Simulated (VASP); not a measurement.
Input of a VASP 6.6.1 run:

The input INCAR:

```
  PREC = Accurate
  ENCUT = 520
  EDIFF = 1E-7
  ISMEAR = -1
  SIGMA = 0.05
  LREAL = F
  LASPH = T
  NELM = 100
  ALGO = Normal
  ISIF = 2
  LWAVE = F
  LCHARG = T
  GGA = PE
  LVHAR = T
  KPAR = 4
```

File KPOINTS:

```
Automatic mesh
0
Gamma
  6 6 3
```

Contents of POSCAR:

```
Ta3AsAu2O13
1.0
    5.4520400000      0.0000000000      0.0000000000
   -2.7260200000      4.7216100000      0.0000000000
    0.0000000000      0.0000000000      9.5790200000
Ta As Au O
3 1 2 13
Direct
    0.0000000000      0.0000000000      0.1940800000
    0.0000000000      0.0000000000      0.8059200000
    0.6666700000      0.3333300000      0.0000000000
    0.0000000000      0.0000000000      0.5000000000
    0.3333300000      0.6666700000      0.2742800000
    0.3333300000      0.6666700000      0.7257200000
    0.0000000000      0.0000000000      0.0000000000
    0.2394700000      0.9712900000      0.3640200000
    0.0287100000      0.2681800000      0.3640200000
    0.7318200000      0.7605300000      0.3640200000
    0.2394700000      0.9712900000      0.6359800000
    0.0287100000      0.2681800000      0.6359800000
    0.7318200000      0.7605300000      0.6359800000
    0.3845200000      0.3342500000      0.8584400000
    0.6657500000      0.0502600000      0.8584400000
    0.9497400000      0.6154800000      0.8584400000
    0.3845200000      0.3342500000      0.1415600000
    0.6657500000      0.0502600000      0.1415600000
    0.9497400000      0.6154800000      0.1415600000
```

Potentials or basis: VASP PAW PBE potentials, release 64 (Ta_pv, As, Au, O).

The run is started by

```bash
$ cat potpaw_PBE.64/Ta_pv/POTCAR potpaw_PBE.64/As/POTCAR potpaw_PBE.64/Au/POTCAR potpaw_PBE.64/O/POTCAR > POTCAR
$ mpirun -np 4 vasp_std > vasp.out
```

Problem. Estimate the largest force.

Solution. 0.298 eV/Å.

Problem. What does it give for the pressure?

Solution. 0.4 GPa.

Forces in eV/Å, atoms in the order of the input:
```
Ta   0.000  0.000  0.298
Ta   0.000  0.000 -0.298
Ta   0.000  0.000  0.000
As   0.000  0.000  0.000
Au   0.000  0.000  0.043
Au   0.000  0.000 -0.043
O    0.000  0.000  0.000
O    0.193 -0.143  0.027
O    0.028  0.239  0.027
O   -0.221 -0.095  0.027
O    0.193 -0.143 -0.027
O    0.028  0.239 -0.027
O   -0.221 -0.095 -0.027
O   -0.030  0.010  0.021
O    0.006 -0.031  0.021
O    0.023  0.021  0.021
O   -0.030  0.010 -0.021
O    0.006 -0.031 -0.021
O    0.023  0.021 -0.021
```

Spin-orbit coupling is left out, which matters for the levels of Au, Ta.
